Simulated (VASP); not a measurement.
Here is the system:

```yaml
crystal:
  lattice:
    - [1.22899, 0.70956, 3.49132]
    - [-1.22899, 0.70956, 3.49132]
    - [0.00000, -1.41912, 3.49132]
  atoms:
    - { symbol: C, position: [0.16667, 0.16667, 0.16667] }
    - { symbol: C, position: [0.83333, 0.83333, 0.83333] }
```

Level of theory: r2SCAN meta-GGA, VASP's PBE PAW potentials (set 64) (plane waves; VASP 6.6.1). Settings: 520 eV cut-off, 14×14×14 Γ-centred mesh, tetrahedra with Blöchl corrections, potentials C.

Task: Predict the energy per atom (σ→0), band gap (over mesh and band path) with the smallest direct gap where there is one.

Result: 
| Property | Value |
|---|---|
| band gap (over mesh and band path) | 0.47 eV |
| smallest direct gap (over mesh and band path) | 0.47 eV |
| energy per atom (σ→0) | -9.938 eV/atom |

Only differences to runs with the same potentials and settings are physical.

The structure was generated: C was put into the A7 type (R-3m), which need not be its known phase. It was relaxed first, which changed the volume by +119 %.
